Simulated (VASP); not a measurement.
An input for Ansatz (written as the equivalent of a VASP run, and not itself run):

Ansatz 0.2 input:
```yaml
crystal:
  lattice:
    - [3.2893874, 0.0000000, 0.0000000]
    - [0.0000000, 3.2893874, 0.0000000]
    - [0.0000000, 0.0000000, 3.7758258]
  atoms:
    - { symbol: Mg, position: [0.5000000, 0.5000000, 0.5000000] }
    - { symbol: Cd, position: [0.0000000, 0.0000000, 0.0000000] }
kpoints:
  mp_grid: { grid: [10, 10, 9] }
hamiltonian:
  xc: pbesol
  pseudopotentials: { kind: paw }
scf:
  occupations: { method: methfessel_paxton, width: 0.1 }
  max_iter: 100
relax:
  max_steps: 60
  f_tol: 0.01
  cell: {}
output: { forces: true, stress: true, eigenvalues: true }
```

Task: Translate this input to VASP (INCAR, KPOINTS, POSCAR, choice of POTCAR).

Result: Several could match; the one computed here: 
File KPOINTS:
```
Automatic mesh
0
Gamma
10 10 9
0 0 0
```

INCAR:
```
ALGO = Normal
EDIFF = 1E-6
EDIFFG = -0.01
ENCUT = 400
GGA = PS
IBRION = 2
ISIF = 3
ISMEAR = 1
LASPH = .TRUE.
LCHARG = .FALSE.
LMAXMIX = 4
LREAL = .FALSE.
LWAVE = .FALSE.
NELM = 100
NSW = 60
PREC = Accurate
SIGMA = 0.1
SYSTEM = MgCd
```

POSCAR:
```
MgCd
1.0
  3.2893873891   0.0000000000   0.0000000000
  0.0000000000   3.2893873891   0.0000000000
  0.0000000000   0.0000000000   3.7758258078
Mg Cd
1 1
Cart
  1.6446936945   1.6446936945   1.8879129039
  0.0000000000   0.0000000000   0.0000000000
```

POTCAR, in this order: Mg Cd (PBE.64 set). Program: vasp_std.

Limits of the translation: each code has its own PAW files, so the cut-off isn't converted (ENCUT is set for VASP's; basis.ecutwfc is left out, and Ansatz then takes the one that its files recommend); Ansatz stops its SCF on the density residual and VASP on the energy change (EDIFF).

The structure comes from a computed database's MgCd entry (P4/mmm); how it stands against other phases isn't given here. It was relaxed first. The start is the result of an earlier pass.
